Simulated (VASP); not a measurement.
Wanted: the native input for a VASP 6.6.1 run.

```yaml
Task: relaxation of cell and atoms
Functional: PBE
Potentials_or_basis: VASP PAW PBE potentials, release 64 (Sn_d, Te, S)
Cutoff: 520 eV
k_mesh: 5 × 5 × 2
Occupations: gaussian, width 0.05 eV
Spin: no spin polarisation
Further_INCAR_settings: PREC = Normal; LREAL = Auto; ALGO = Fast; EDIFF = 1e-05; ISYM = 0; IBRION = 2; EDIFFG = -0.03; NSW = 110; ISIF = 3
```

The structure of SnTeS4 lies in POSCAR:

```
SnTeS4
1.0
    3.7489742800      0.0162170100      0.0345278500
   -3.7208856000      6.7001696700      0.0455588600
    0.1246369200      0.1669079600     14.0705705700
Sn Te S
2 2 8
Direct
    0.9614024000      0.9936382000      0.4988809800
    0.0085893600      0.4986729800      0.5099366900
    0.0561033400      0.0166468400      0.0113394900
    0.0571627800      0.5264697700      0.9936789600
    0.6648821500      0.1741260600      0.8836017400
    0.6734334600      0.6785718500      0.8844696800
    0.6476903300      0.1623322400      0.3862771500
    0.6344119900      0.6659810500      0.3945679600
    0.3418542700      0.3471884800      0.5992358300
    0.3279454400      0.8047613400      0.6113746100
    0.3081005300      0.3180847200      0.1166450300
    0.3683412900      0.8337791000      0.1296984000
```

The cell was built by a generator and needn't be a form met in nature.

The input as run:

INCAR

```
SYSTEM = SnTeS4
PREC = Normal ; ENCUT = 520
EDIFF = 1E-5 ; ISMEAR = 0
SIGMA = 0.05 ; LREAL = Auto
LASPH = .TRUE. ; NELM = 80
ALGO = Fast ; ISIF = 3
LWAVE = .FALSE. ; LCHARG = .FALSE.
GGA = PE ; IBRION = 2
NSW = 110 ; EDIFFG = -0.03
ISYM = 0 ; KPAR = 4
```

KPOINTS

```
regular mesh
0
G
  5 5 2
  0 0 0
```

Potentials or basis: VASP PAW PBE potentials, release 64 (Sn_d, Te, S).

The run is started by

```bash
$ cat potpaw_PBE.64/Sn_d/POTCAR potpaw_PBE.64/Te/POTCAR potpaw_PBE.64/S/POTCAR > POTCAR
$ mpirun -np 4 vasp_std > vasp.out
```

It gave:

| Quantity | Value |
| --- | --- |
| Relaxed volume | 27.72 Å³/atom |
| Relaxed cell | a = 3.762 Å, b = 7.520 Å, c = 13.586 Å, α = 88.30°, β = 91.04°, γ = 120.00° |
| Space group after relaxing (to 0.05 Å) | P1 (No. 1) |
| Energy gained by relaxing | 89.3 meV/atom |
| Ionic steps | 21 |
| Pressure after relaxing | 0.0 GPa |
| Largest force after relaxing | 0.029 eV/Å |
| Band gap on the k mesh | 0.61 eV, indirect (least direct gap 0.96 eV) |

Caveat: spin-orbit coupling is left out, which moves the levels of the heavy elements; an odd mesh through Γ misses points on the zone boundary, where band edges often lie.

It took 15 min on 4 MPI ranks on Intel(R) Xeon(R) Platinum 8488C (Sapphire Rapids), on a shared host, peak memory 0.55 GiB a rank.
